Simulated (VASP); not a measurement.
Computed with LDA (Ceperley-Alder, Perdew-Zunger), VASP's LDA PAW potentials (set 64) (plane waves; VASP).

VASP ran on this input.

### INCAR
```
SYSTEM = BaTiO3
PREC = Accurate
ENCUT = 620
EDIFF = 1E-6
NELM = 100
ALGO = Normal
LREAL = .FALSE.
LASPH = .TRUE.
ISMEAR = 0
SIGMA = 0.05
LMAXMIX = 4
LWAVE = .FALSE.
LCHARG = .FALSE.
IBRION = 2
ISIF = 3
NSW = 40
EDIFFG = -0.02
PSTRESS = 300
```

**KPOINTS**
```
Automatic mesh
0
Gamma
6 6 6
0 0 0
```

**POSCAR**
```
BaTiO3
1.0
  3.7979903702   0.0000000000   0.0000000000
  0.0000000000   3.7979903702   0.0000000000
  0.0000000000   0.0000000000   3.7979903702
Ba Ti O
1 1 3
Cart
  0.0000000000   0.0000000000   0.0000000000
  1.8989951851   1.8989951851   1.8989951851
  1.8989951851   0.0000000000   1.8989951851
  0.0000000000   1.8989951851   1.8989951851
  1.8989951851   1.8989951851   0.0000000000
```

POTCAR, in this order: Ba_sv Ti_sv O (LDA.64 set). Program: vasp_std.

Output

OSZICAR:
```
       N       E                     dE             d eps       ncg     rms          rms(c)
DAV:   1     0.503093470980E+03    0.50309E+03   -0.24140E+04   960   0.212E+03
DAV:   2     0.142987761041E+01   -0.50166E+03   -0.49303E+03  1144   0.548E+02
DAV:   3    -0.516388675953E+02   -0.53069E+02   -0.52147E+02  1416   0.163E+02
DAV:   4    -0.536606252744E+02   -0.20218E+01   -0.20207E+01  1328   0.297E+01
DAV:   5    -0.537214506683E+02   -0.60825E-01   -0.60824E-01  1376   0.399E+00    0.282E+01
DAV:   6    -0.436094946102E+02    0.10112E+02   -0.64874E+01  1352   0.842E+01    0.118E+01
DAV:   7    -0.436520824678E+02   -0.42588E-01   -0.80556E+00  1184   0.227E+01    0.807E+00
DAV:   8    -0.436137276921E+02    0.38355E-01   -0.13090E+00  1328   0.119E+01    0.204E+00
DAV:   9    -0.435817928658E+02    0.31935E-01   -0.26533E-01  1320   0.527E+00    0.833E-01
DAV:  10    -0.435839805736E+02   -0.21877E-02   -0.11726E-01  1240   0.248E+00    0.722E-01
DAV:  11    -0.435772789958E+02    0.67016E-02   -0.51843E-02  1384   0.165E+00    0.152E-01
DAV:  12    -0.435771014568E+02    0.17754E-03   -0.20181E-03  1232   0.479E-01    0.384E-02
DAV:  13    -0.435771076478E+02   -0.61909E-05   -0.33363E-04  1344   0.133E-01    0.228E-02
DAV:  14    -0.435771037856E+02    0.38622E-05   -0.56629E-05  1320   0.560E-02    0.512E-03
DAV:  15    -0.435771039955E+02   -0.20993E-06   -0.72834E-06  1128   0.283E-02
   1 F= -.33318878E+02 E0= -.33318878E+02  d E =-.333189E+02
```

**OUTCAR**
```
------------------------ aborting loop because EDIFF is reached ----------------------------------------
  FORCE on cell =-STRESS in cart. coord.  units (eV):
  Direction    XX          YY          ZZ          XY          YZ          ZX
  --------------------------------------------------------------------------------------
  Total       10.1708879     10.1708879     10.1708879      0.0000000     -0.0000000      0.0000000
  in kB      297.4458210    297.4458210    297.4458210      0.0000000     -0.0000000      0.0000000
  external PRESSURE =      -2.5541790 kB  Pullay stress =     300.0000000 kB
  volume of cell :       54.78
      direct lattice vectors                 reciprocal lattice vectors
     3.797990370  0.000000000  0.000000000     0.263297139  0.000000000  0.000000000
     0.000000000  3.797990370  0.000000000     0.000000000  0.263297139  0.000000000
     0.000000000  0.000000000  3.797990370     0.000000000  0.000000000  0.263297139
 POSITION                                       TOTAL-FORCE (eV/Angst)
 -----------------------------------------------------------------------------------
      0.00000      0.00000      0.00000         0.000000      0.000000      0.000000
      1.89900      1.89900      1.89900         0.000000      0.000000      0.000000
      1.89900      0.00000      1.89900         0.000000      0.000000      0.000000
      0.00000      1.89900      1.89900         0.000000      0.000000      0.000000
      1.89900      1.89900      0.00000         0.000000      0.000000      0.000000
 -----------------------------------------------------------------------------------
    total drift:                                0.000000     -0.000000     -0.000000
  FREE ENERGIE OF THE ION-ELECTRON SYSTEM (eV)
  ---------------------------------------------------
  free  energy   TOTEN  =       -43.5771039955 eV

  energy  without entropy=      -43.5771039955  energy(sigma->0) =      -43.57710400
  enthalpy is  TOTEN    =       -33.3188782967 eV   P V=       10.2582256989

 reached required accuracy - stopping structural energy minimisation
```
(Selected blocks of OUTCAR.)

The compound is BaTiO3 in the cubic perovskite structure, the ideal cubic form; the compound distorts at low or room temperature. It was relaxed first under an external pressure of 30 GPa.
